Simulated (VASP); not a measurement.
An input for Quantum ESPRESSO's pw.x (written as the equivalent of a VASP run, and not itself run):

```
&CONTROL
  calculation = 'scf'
  pseudo_dir = './pseudo'
  outdir = './out'
  tprnfor = .true.
  tstress = .true.
/
&SYSTEM
  ibrav = 0
  nat = 1
  ntyp = 1
  ecutwfc = 46.3
  occupations = 'smearing'
  smearing = 'gaussian'
  degauss = 0.00735
  input_dft = 'pbe'
/
&ELECTRONS
  conv_thr = 7.3e-08
  electron_maxstep = 100
/
ATOMIC_SPECIES
  Rb 85.468 Rb.upf
CELL_PARAMETERS angstrom
    -2.7826250    2.7826250    2.7826250
     2.7826250   -2.7826250    2.7826250
     2.7826250    2.7826250   -2.7826250
ATOMIC_POSITIONS crystal
  Rb   0.0000000  0.0000000  0.0000000
K_POINTS automatic
  4 4 4 0 0 0
```

**Question.** Write the VASP files for the same calculation (PBE).

**Answer.** One answer among several that fit: 
File POSCAR:
```
Rb
1
   -2.7826250000     2.7826250000     2.7826250000
    2.7826250000    -2.7826250000     2.7826250000
    2.7826250000     2.7826250000    -2.7826250000
Rb
1
Direct
  0.0000000000   0.0000000000   0.0000000000
```

**KPOINTS**
```
Automatic mesh
0
Gamma
4 4 4
0 0 0
```

INCAR:
```
LWAVE = .FALSE.
SYSTEM = Rb
LASPH = .TRUE.
NELM = 100
ISIF = 2
SIGMA = 0.1
LCHARG = .FALSE.
LMAXMIX = 4
ALGO = Normal
ENCUT = 150   # plane-wave cut-off (eV)
GGA = PE   # PBE
LREAL = .FALSE.
PREC = Accurate
ISMEAR = 0
EDIFF = 1E-6   # SCF stop (eV)
```

POTCAR, in this order: Rb_sv (PBE.64 set). Program: vasp_std.

What does not carry over: the potentials are each code's own (VASP's PAW set, PseudoDojo norm-conserving files in pw.x), so ENCUT and ecutwfc are chosen apart and not converted; conv_thr bounds pw.x's estimated SCF error, while EDIFF bounds the energy change between steps.

The structure is a typed Rb crystal. The cell was not relaxed at this level. The k-mesh is coarse (spacing up to 0.40 per Å, 2π included), so the numbers may not be converged in it. The run is one of a series of settings (ENCUT = 150, KPOINTS 4×4×4 Γ-centred mesh against the base run), some of them coarse on purpose.
